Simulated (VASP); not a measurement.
A convergence study with VASP on PbTe: one setting is varied, all else stays as given below, so the limit is that of these other settings.

```yaml
crystal:
  lattice:
    - [4.55421, 0.00000, 0.00000]
    - [-4.55421, 4.55421, 0.00000]
    - [0.00000, 0.00000, 23.66092]
  atoms:
    - { symbol: Pb, position: [0.00000, 0.00000, 0.43195] }
    - { symbol: Pb, position: [0.00000, 0.50000, 0.29585] }
    - { symbol: Pb, position: [0.00000, 0.00000, 0.70415] }
    - { symbol: Pb, position: [0.00000, 0.50000, 0.56805] }
    - { symbol: Te, position: [0.00000, 0.50000, 0.43195] }
    - { symbol: Te, position: [0.00000, 0.00000, 0.29585] }
    - { symbol: Te, position: [0.00000, 0.50000, 0.70415] }
    - { symbol: Te, position: [0.00000, 0.00000, 0.56805] }
```

These are PBE GGA, VASP's PBE PAW potentials (set 64) (plane waves; VASP) values and carry that method's errors. The tightest run used: 360 eV cut-off, 7×7×1 Γ-centred mesh, Fermi-Dirac smearing of 0.050 eV, potentials Pb_d Te.

Unless said otherwise, spin-orbit coupling is left out, though it shifts the bands of the heavy elements here. Gaps are read on the run's mesh, which can miss a band edge.

Problem. The settings run are ENCUT = 150; ENCUT = 180; ENCUT = 210; ENCUT = 255; ENCUT = 360. From which on does the gap on the mesh stay within 0.05 eV of the tightest run?

Solution. From ENCUT = 180 on: it is off by 0.020 there and by no more than 0.05 in any finer run, while ENCUT = 150 is off by 0.067.
```csv
setting,E (eV/atom),gap on the mesh (eV),plane waves,difference judged (eV)
ENCUT = 150,-0.8639,1.208,2083,0.067
ENCUT = 180,-3.3762,1.161,2711,0.020
ENCUT = 210,-3.6675,1.145,3435,0.004
ENCUT = 255,-3.6849,1.140,4580,0.001
ENCUT = 360,-3.6856,1.141,7647,0.000
```

Left out are rungs that failed or repeat a setting and relaxations that didn't move; long series are thinned to 24 rows.

The cell is a sheet or thin cut with vacuum, built from a generated structure.
